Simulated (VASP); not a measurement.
An input for Ansatz (written as the equivalent of a VASP run, and not itself run):

Ansatz 0.2 input:
```yaml
crystal:
  lattice:
    - [2.8233482, 0.0000000, 0.0000000]
    - [0.0000000, 2.8233482, 0.0000000]
    - [0.0000000, 0.0000000, 4.0598173]
  atoms:
    - { symbol: Ti, position: [0.0000000, 0.0000000, 0.0000000] }
    - { symbol: Al, position: [0.5000000, 0.5000000, 0.5000000] }
kpoints:
  mp_grid: { grid: [14, 14, 10] }
hamiltonian:
  xc: pbe
  pseudopotentials: { kind: paw }
scf:
  occupations: { method: tetrahedron }
  max_iter: 100
output: { forces: true, stress: true, eigenvalues: true }
```

### Question
Write the VASP files for the same calculation (PBE).

### Answer
One answer among several that fit: 
File POSCAR:
```
TiAl
1
    2.8233481746     0.0000000000     0.0000000000
    0.0000000000     2.8233481746     0.0000000000
    0.0000000000    -0.0000000000     4.0598172649
Ti Al
1 1
Direct
  0.0000000000   0.0000000000   0.0000000000
  0.5000000000   0.5000000000   0.5000000000
```

### KPOINTS
```
kpoints
0
Gamma
  14 14 10
0 0 0
```

INCAR:
```
SYSTEM  =  TiAl
PREC  =  Accurate; ENCUT  =  400; LREAL  =  .False.
LASPH  =  .True.
EDIFF  =  1E-7; NELM  =  100; ALGO  =  Normal
LMAXMIX  =  4
ISMEAR  =  -5
GGA  =  PE
ISIF  =  2
LWAVE  =  .False.; LCHARG  =  .True.; LORBIT  =  11
NEDOS  =  601
```

POTCAR, in this order: Ti_sv Al (PBE.64 set). Program: vasp_std.

The two are equivalent in intent, not identical: each code has its own PAW files, so the cut-off isn't converted (ENCUT is set for VASP's; basis.ecutwfc is left out, and Ansatz then takes the one that its files recommend); Ansatz stops its SCF on the density residual and VASP on the energy change (EDIFF).

The compound is TiAl in the L1_0 structure. It was relaxed first.
